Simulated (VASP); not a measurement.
An input for Ansatz (written as the equivalent of a VASP run, and not itself run):

Ansatz 0.2 input:
```yaml
crystal:
  lattice:
    - [1.3448358, -2.3293239, 0.0000000]
    - [1.3448358, 2.3293239, 0.0000000]
    - [0.0000000, 0.0000000, 4.3574399]
  atoms:
    - { symbol: Re, position: [0.3333330, 0.6666670, 0.2500000] }
    - { symbol: Re, position: [0.6666670, 0.3333330, 0.7500000] }
kpoints:
  mp_grid: { grid: [15, 15, 9] }
hamiltonian:
  xc: pbesol
  pseudopotentials: { kind: paw }
scf:
  occupations: { method: methfessel_paxton, width: 0.1 }
  max_iter: 100
relax:
  max_steps: 40
  f_tol: 0.02
  cell: { p_target: 30 }
output: { forces: true, stress: true, eigenvalues: true }
```

Problem. Write the VASP files for the same calculation (PBEsol).

Solution. This is not unique; one that fits is 
**INCAR**
```
EDIFF=1E-6
LREAL=F   # projection in real space or not
ISMEAR=1   # Methfessel-Paxton
IBRION=2   # conjugate gradients
NSW=40   # most ionic steps
NELM=100   # most electronic steps
ALGO=Normal   # blocked Davidson
LCHARG=F
GGA=PS   # PBEsol
LWAVE=F
PSTRESS=300   # kbar
SIGMA=0.1   # width (eV)
SYSTEM=Re
ENCUT=500
LASPH=T   # aspherical one-centre terms
PREC=Accurate
ISIF=3
LMAXMIX=6   # l cut-off of mixed one-centre charges
EDIFFG=-0.02
```

File KPOINTS:
```
K-points
0
Gamma
15 15 9
0 0 0
```

POSCAR:
```
Re
1.0
  1.3448358267  -2.3293238639   0.0000000000
  1.3448358267   2.3293238639   0.0000000000
  0.0000000000   0.0000000000   4.3574399005
Re
2
Direct
  0.3333330000   0.6666670000   0.2500000000
  0.6666670000   0.3333330000   0.7500000000
```

POTCAR, in this order: Re (PBE.64 set). Program: vasp_std.

The two are equivalent in intent, not identical: each code has its own PAW files, so the cut-off isn't converted (ENCUT is set for VASP's; basis.ecutwfc is left out, and Ansatz then takes the one that its files recommend); Ansatz stops its SCF on the density residual and VASP on the energy change (EDIFF).

The compound is Re in the hcp structure. This run relaxes it under an external pressure of 30 GPa. Symmetry was kept, so distortions that lower it aren't found.
